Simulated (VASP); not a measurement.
Given:

```
CELL_PARAMETERS angstrom
      0.00000     1.80750     1.80750
      1.80750     0.00000     1.80750
      1.80750     1.80750     0.00000
ATOMIC_POSITIONS crystal
  B  0.00000 0.00000 0.00000
  N  0.25000 0.25000 0.25000
```

These are PBE GGA, VASP's PBE PAW potentials (set 64) (plane waves; VASP) values and carry that method's errors. Run with 520 eV cut-off, 9×9×9 Γ-centred mesh, Gaussian smearing of 0.050 eV, potentials B N.

Problem. Give the stress tensor in GPa (positive for a compressed cell).

Solution. 
```
3.30  0.00  0.00
0.00  3.30  0.00
0.00  0.00  3.30
```
The pressure is its mean diagonal, 3.30 GPa.

The compound is BN in the zinc blende structure. The cell was not relaxed at this level.
